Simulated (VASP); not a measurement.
# Zone-centre gap, electron mass and conduction valleys of CdTe under biaxial (111) strain at TB-mBJ with spin-orbit coupling

Squeezing CdTe in the (111) plane lowers its zone-centre gap, and so does stretching it. A response to volume alone would change sign with the strain, so something else must act as well. The matter is of practical weight because a (111)-oriented CdTe film grown on a mismatched substrate is strained in just this way, and its absorption edge and electron transport follow the gap and the mass. The quantities are the lowest conduction levels at Γ, along Γ–X and at L, all counted from the valence-band top at Γ, and the electron mass at Γ along the normal and in the plane. Strain is measured from the LDA-relaxed cubic crystal, with tension positive.

## Set-up

The start is a typed prototype cell. The crystal was relaxed with LDA. Equal strain is imposed in the (111) plane; the strain along the normal is adjusted until the normal stress vanishes, and the atoms are relaxed with LDA. VASP 6.6.1, plane waves with PAW, cutoff 450 eV, no spin polarisation. Band edges are single points at TB-mBJ with spin-orbit coupling on these cells, k mesh 7×7×7, read on short lines of k points at the zone centre and through the valleys; energies are counted from the valence-band top at the zone centre. Masses are fitted within 0.05 1/Å of the zone centre. All levels use the PAW data sets made with LDA.

Notes on method and selection:

- A valley's energy from the valence-band top holds the shift of that top as well as the shift of the valley.
- The TB-mBJ parameter c is fixed anew from the density of each cell, so it changes along the series.
- Runs that did not converge, have known faults or may not be shown are not listed, and runs on Ansatz's PAW sets soft_1 and soft_2 are kept to separate tables.

Columns:

- strain (%): strain in the plane (tension positive).
- Γ level (eV): lowest conduction level at Γ.
- Δ valley (eV): lowest conduction level along Γ–X.
- L valley (eV): lowest conduction level at the L points.
- mass, normal (mₑ): electron mass at Γ along the normal.
- mass, plane (mₑ): electron mass at Γ in the plane.

Input lines of one member:

```
PREC = Accurate
ENCUT = 450
EDIFF = 1E-06
NELM = 150
ISMEAR = 0
SIGMA = 0.02
LREAL = .FALSE.
ALGO = Normal
METAGGA = MBJ
LASPH = .TRUE.
LNONCOLLINEAR = .TRUE.
NBANDS = 28
GGA_COMPAT = .FALSE.
LSORBIT = .TRUE.
KPAR = 2
```

Command (options for logging and memory left out): `mpirun -np 2 vasp_ncl`

## Data

| member | sign of the strain | strain (%) | Γ level (eV) | Δ valley (eV) | L valley (eV) | mass, normal (mₑ) | mass, plane (mₑ) |
| --- | --- | --- | --- | --- | --- | --- | --- |
| −2 % | compression | −2.0 | 1.599 | 2.709 | 2.237 | 0.123 | 0.149 |
| −1.5 % | compression | −1.5 | 1.616 | 2.786 | 2.280 | 0.127 | 0.146 |
| −1 % | compression | −1.0 | 1.628 | 2.856 | 2.321 | 0.131 | 0.143 |
| −0.5 % | compression | −0.5 | 1.635 | 2.908 | 2.359 | 0.135 | 0.141 |
| 0 % | compression | 0.0 | 1.640 | 2.945 | 2.396 | 0.139 | 0.139 |
| 0 % | tension | 0.0 | 1.640 | 2.945 | 2.396 | 0.139 | 0.139 |
| +0.5 % | tension | 0.5 | 1.605 | 2.932 | 2.315 | 0.141 | 0.136 |
| +1 % | tension | 1.0 | 1.569 | 2.905 | 2.234 | 0.145 | 0.134 |
| +1.5 % | tension | 1.5 | 1.533 | 2.864 | 2.156 | 0.148 | 0.133 |
| +2 % | tension | 2.0 | 1.496 | 2.820 | 2.083 | 0.149 | 0.131 |

Least-squares fits to the whole series, with x = strain (%); R² and errors in the fitted variable (y, or ln y where the fit is in ln y):

| y | sign of the strain | members | fit | R² | rms residual | leave-one-out rms | the same for the mean of the others |
| --- | --- | --- | --- | --- | --- | --- | --- |
| Γ level (eV) | compression | 5 | y = 1.6438 + 0.020200 x | 0.94 | 0.0035 | 0.0072 | 0.018 |
| Γ level (eV) | tension | 5 | y = 1.6406 − 0.072000 x | 1.00 | 4.9×10⁻⁴ | 0.0010 | 0.064 |
| Δ valley (eV) | compression | 5 | y = 2.960 + 0.1188 x | 0.98 | 0.012 | 0.024 | 0.11 |
| Δ valley (eV) | tension | 5 | y = 2.957 − 0.06360 x | 0.96 | 0.0092 | 0.019 | 0.057 |

## The trend and its physics

From the unstrained 1.640 eV the gap at Γ falls to 1.599 eV at −2 % and to 1.496 eV at +2 %. From −2 % to +2 % the mass along the normal rises from 0.123 to 0.149 mₑ, while the mass in the plane falls from 0.149 to 0.131 mₑ. The L valley is the nearest competitor in every cell. It lies 2.396 − 1.640 = 0.756 eV above the Γ level without strain and 2.083 − 1.496 = 0.587 eV above it at +2 %, the closest approach in the table. It comes closer under either sign of strain because strain in the (111) plane splits the four L valleys into one along the normal and three others, and the lowest is the one listed. The Δ valley stays at least 2.709 − 1.599 = 1.110 eV above the Γ level.

A model for the gap needs three steps, with $\varepsilon$ the in-plane strain in per cent.

1. The normal contracts under tension, but not enough to keep the volume constant. The volume therefore grows with $\varepsilon$, and the antibonding, s-like conduction level comes down towards the valence band. To first order this changes the gap by $h\varepsilon$, with $h<0$.

2. The strain also makes the crystal trigonal. The fourfold valence top splits into two twofold levels, at $+s\varepsilon$ and $-s\varepsilon$ about their mean. Mixing with the split-off band is neglected.

3. The gap is counted from the upper of the two levels, which lies $s|\varepsilon|$ above the mean for either sign of strain. Hence

$$\Delta E = h\varepsilon - s|\varepsilon| .$$

The slope is $h+s$ under compression and $h-s$ under tension. If $s$ exceeds $|h|$, the gap falls both ways, faster under tension.

The Δ column supports step 3. The distance from the Γ level to the Δ valley does not contain the valence top, and it grows steadily through zero strain: 2.908 − 1.635 = 1.273 eV at −0.5 %, 2.945 − 1.640 = 1.305 eV at 0 % and 2.932 − 1.605 = 1.327 eV at +0.5 %. Over the same two steps the gap itself first rises, by 1.640 − 1.635 = 0.005 eV, and then falls, by 1.640 − 1.605 = 0.035 eV. The abrupt change of slope thus belongs to the valence top.

## The model against the table

The unstrained gap, 1.640 eV, serves as the reference, and the members −1 % and +1 % fix the two parameters:

$h + s = 1.640 - 1.628 = 0.012$

$h - s = 1.569 - 1.640 = -0.071$

Half the sum and half the difference give

$h = (0.012 - 0.071)/2 = -0.0295$ eV per %

$s = (0.012 + 0.071)/2 = 0.0415$ eV per %

The splitting term is the larger, as a fall on both sides requires. The six other members then follow.

**−2 %:** $1.640 + 0.0295 \times 2 - 0.0415 \times 2 = 1.616$ eV; the table has 1.599 eV.

**−0.5 %:** $1.640 + 0.0295 \times 0.5 - 0.0415 \times 0.5 = 1.634$ eV; the table has 1.635 eV.

**+1.5 %:** $1.640 - 0.0295 \times 1.5 - 0.0415 \times 1.5 = 1.5335$ eV; the table has 1.533 eV.

**+2 %:** $1.640 - 0.0295 \times 2 - 0.0415 \times 2 = 1.498$ eV; the table has 1.496 eV.

**−1.5 %:** $1.640 + 0.0295 \times 1.5 - 0.0415 \times 1.5 = 1.622$ eV; the table has 1.616 eV.

**+0.5 %:** $1.640 - 0.0295 \times 0.5 - 0.0415 \times 0.5 = 1.6045$ eV; the table has 1.605 eV.

Over the six members not used to set the model, the rms miss is 0.007 eV, while their scatter about their own mean is roughly 0.05 eV. Most of that success lies on the tension side. For the three compressed members alone the miss is about 0.010 eV against a scatter of roughly 0.015 eV, a modest gain.

## Exceptions

Largest departures from the fit to the whole series:

| member | sign of the strain | Γ level (eV) | fit | computed − fit | in rms residuals |
| --- | --- | --- | --- | --- | --- |
| −2 % | compression | 1.599 | 1.603 | −0.004 | 1.3 |
| −1 % | compression | 1.628 | 1.624 | +0.004 | 1.3 |
| 0 % | tension | 1.640 | 1.641 | −0.001 | 1.2 |
| +2 % | tension | 1.496 | 1.497 | −0.001 | 1.2 |

The model fails mainly under strong compression, where the computed gap lies below it by 0.006 eV at −1.5 % and by 0.017 eV at −2 %. The assumption at fault is linearity: successive half-per-cent steps of compression lower the gap by 0.005, 0.007, 0.012 and 0.017 eV. LDA without spin-orbit coupling bends the same way in these cells, so neither the changing parameter $c$ nor spin-orbit coupling is needed to explain it.

Under tension the steps are nearly equal, which may be a cancellation. Mixing with the split-off band steepens the fall, whereas in LDA without spin-orbit coupling the fall flattens.

The masses contradict the simplest extension of the model. Under tension the upper valence level has more p character along the normal, and its closeness to the conduction level should make the normal mass the lighter one. At +2 % it is the heavier, 0.149 against 0.131 mₑ. A possible counter-effect is bond tilt: tension turns the three slanted bonds of each atom towards the plane, which weakens the s–p coupling along the normal and strengthens it in the plane.

## What to take away

Between 0 and +2 % the gap at Γ falls by about 0.072 eV per per cent of strain. Under compression a single slope is only a rough description. The conduction minimum stays at Γ throughout, but in all compressed cells and under the larger tensions the valence top lies slightly off Γ, so the smallest gap is marginally indirect.

Two omitted effects exceed the 0.041 eV spread of the compressed branch, though not the 0.144 eV of the whole table. Warming to room temperature lowers the gap by roughly 0.1 eV, and correcting the slightly too small LDA cell would lower it by a similar amount. TB-mBJ also tends to make electron masses too heavy, by some tens of per cent, so the direction of the mass changes deserves more trust than the absolute values.

[Logs are printed without paths, hosts, clocks, repeated set-up lines and the standing remarks that a program may print on its own settings, such as how far it seeks lower states.]
